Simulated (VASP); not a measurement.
Computed with LDA (Ceperley-Alder, Perdew-Zunger), VASP's LDA PAW potentials (set 64) (plane waves; VASP).

A VASP calculation is set up with these files.

File KPOINTS:
```
k-points along high-symmetry lines
10
Line-mode
Reciprocal
  0.000000   0.000000   0.000000 ! GAMMA
  0.000000   0.500000   0.000000 ! X

  0.000000   0.500000   0.000000 ! X
  0.500000   0.500000   0.000000 ! M

  0.500000   0.500000   0.000000 ! M
  0.000000   0.000000   0.000000 ! GAMMA

  0.000000   0.000000   0.000000 ! GAMMA
  0.000000   0.000000   0.500000 ! Z

  0.000000   0.000000   0.500000 ! Z
  0.000000   0.500000   0.500000 ! R

  0.000000   0.500000   0.500000 ! R
  0.500000   0.500000   0.500000 ! A

  0.500000   0.500000   0.500000 ! A
  0.000000   0.000000   0.500000 ! Z

  0.000000   0.500000   0.000000 ! X
  0.000000   0.500000   0.500000 ! R

  0.500000   0.500000   0.000000 ! M
  0.500000   0.500000   0.500000 ! A
```

INCAR:
```
LORBIT = 11   ! lm-projected
SIGMA = 0.05   ! width (eV)
EDIFF = 1E-7   ! SCF stop (eV)
ENCUT = 520   ! plane-wave cut-off (eV)
LWAVE = .FALSE.
ISMEAR = 0
LASPH = .TRUE.
LREAL = .FALSE.   ! projection in real space or not
SYSTEM = SiO2
LCHARG = .FALSE.
ALGO = Normal   ! blocked Davidson
PREC = Accurate
ICHARG = 11   ! fixed density
NELM = 100   ! most electronic steps
```

POSCAR:
```
SiO2
4.1567990
  1.0000001176   0.0000000000   0.0000000000
  0.0000000000   1.0000001176   0.0000000000
  0.0000000000   0.0000000000   0.6412485520
Si O
2 4
direct
  0.0000000000   0.0000000000   0.0000000000
  0.5000000000   0.5000000000   0.5000000000
  0.3053900631   0.3053900631   0.0000000000
  0.8053900631   0.1946099369   0.5000000000
  0.1946099369   0.8053900631   0.5000000000
  0.6946099369   0.6946099369   0.0000000000
```

POTCAR, in this order: Si O (LDA.64 set). Program: vasp_std. Read from the step before: CHGCAR.

What VASP printed:

### OUTCAR
```
 ion  position               nearest neighbor table
   1  0.000  0.000  0.000-   4 1.76   5 1.76   4 1.76   5 1.76   3 1.80   6 1.80
   2  0.500  0.500  0.500-   3 1.76   6 1.76   3 1.76   6 1.76   5 1.80   4 1.80
   3  0.305  0.305  0.000-   2 1.76   2 1.76   1 1.80
   4  0.805  0.195  0.500-   1 1.76   1 1.76   2 1.80
   5  0.195  0.805  0.500-   1 1.76   1 1.76   2 1.80
   6  0.695  0.695  0.000-   2 1.76   2 1.76   1 1.80
  LATTYP: Found a simple tetragonal cell.
 ALAT       =     4.1567994890
 C/A-ratio  =     0.6412484765
 Subroutine PRICEL returns:
 Original cell was already a primitive cell.
 Subroutine GETGRP returns: Found 16 space group operations
The static configuration has the point symmetry D_2h.
 The point group associated with its full space group is D_4h.
The dynamic configuration has the point symmetry D_2h.
 Subroutine INISYM returns: Found 16 space group operations
   k-points           NKPTS =     90   k-points in BZ     NKDIM =     90   number of bands    NBANDS=     20
   number of dos      NEDOS =    301   number of ions     NIONS =      6
   total plane-waves  NPLWV =  20480
   dimension x,y,z NGX =    32 NGY =   32 NGZ =   20
   dimension x,y,z NGXF=    64 NGYF=   64 NGZF=   40
   ions per type =               2   4
   PREC   = accura    normal or accurate (medium, high low for compatibility)
   ISTART =      0    job   : 0-new  1-cont  2-samecut
   ICHARG =     11    charge: 1-file 2-atom 10-const
   ISPIN  =      1    spin polarized calculation?
   LNONCOLLINEAR =      F non collinear calculations
   LSORBIT =      F    spin-orbit coupling
   INIWAV =      1    electr: 0-lowe 1-rand  2-diag
   ENCUT  =  520.0 eV  38.22 Ry    6.18 a.u.   7.73  7.73  4.96*2*pi/ulx,y,z
   NELM   =    100;   NELMIN=  2; NELMDL= -5     # of ELM steps
   EDIFF  = 0.1E-06   stopping-criterion for ELM
   LREAL  =      F    real-space projection
   NLSPLINE    = F    spline interpolate recip. space projectors
   LMAXMIX     =    2 max onsite mixed and CHGCAR
   VOSKOWN=      0    Vosko Wilk Nusair interpolation
   EDIFFG = 0.1E-05   stopping-criterion for IOM
   NSW    =      0    number of steps for IOM
   NBLOCK =      1;   KBLOCK =      1    inner block; outer block
...
```

### OSZICAR
```
       N       E                     dE             d eps       ncg     rms          rms(c)
DAV:   1     0.154231873577E+03    0.15423E+03   -0.17917E+04  3632   0.154E+03
DAV:   2    -0.445099659053E+02   -0.19874E+03   -0.19038E+03  4908   0.312E+02
DAV:   3    -0.513296821034E+02   -0.68197E+01   -0.67878E+01  4320   0.609E+01
DAV:   4    -0.513928814602E+02   -0.63199E-01   -0.63083E-01  4256   0.650E+00
DAV:   5    -0.513937987616E+02   -0.91730E-03   -0.91717E-03  4176   0.703E-01
DAV:   6    -0.513938238897E+02   -0.25128E-04   -0.25127E-04  4280   0.966E-02
DAV:   7    -0.513938246661E+02   -0.77646E-06   -0.77644E-06  4172   0.148E-02
DAV:   8    -0.513938247008E+02   -0.34719E-07   -0.34713E-07  3192   0.244E-03
   1 F= -.51393825E+02 E0= -.51393825E+02  d E =-.137057E-17
```

### OUTCAR
```
 val. band max:        8.2672007609   @ k =   0.0000   0.0000   0.0000

 cond. band min:      14.0293391512   @ k =   0.0000   0.0000   0.0000



 k-point     1 :       0.0000    0.0000    0.0000
  band No.  band energies     occupation
      1     -14.2677      2.00000
      2     -10.4622      2.00000
      3     -10.4622      2.00000
      4     -10.1820      2.00000
      5      -2.7601      2.00000
      6       1.6833      2.00000
      7       1.6833      2.00000
      8       1.7584      2.00000
      9       2.7067      2.00000
     10       3.0526      2.00000
     11       5.0332      2.00000
     12       5.0332      2.00000
     13       5.7079      2.00000
     14       7.3594      2.00000
     15       7.3594      2.00000
     16       8.2672      2.00000
     17      14.0293      0.00000
     18      14.6802      0.00000
     19      16.5913      0.00000
     20      16.5913      0.00000

 k-point     2 :       0.0000    0.0556    0.0000
  band No.  band energies     occupation
      1     -14.2508      2.00000
      2     -10.6080      2.00000
      3     -10.4532      2.00000
      4     -10.0736      2.00000
      5      -2.7383      2.00000
      6       1.5665      2.00000
      7       1.6347      2.00000
      8       1.8770      2.00000
      9       2.7193      2.00000
     10       3.1508      2.00000
     11       4.9992      2.00000
     12       5.0407      2.00000
     13       5.7160      2.00000
     14       7.2882      2.00000
     15       7.3538      2.00000
     16       8.2418      2.00000
     17      14.0806      0.00000
     18      14.7095      0.00000
     19      16.5910      0.00000
     20      16.6026      0.00000

 k-point     3 :       0.0000    0.1111    0.0000
  band No.  band energies     occupation
      1     -14.2004      2.00000
      2     -10.8660      2.00000
      3     -10.4266      2.00000
      4      -9.9259      2.00000
      5      -2.6741      2.00000
      6       1.2865      2.00000
...
```

The density is held fixed in this step, so its total energy and stress have no physical meaning.

The compound is SiO2 in the rutile structure, stishovite, a high-pressure form. It was relaxed first.
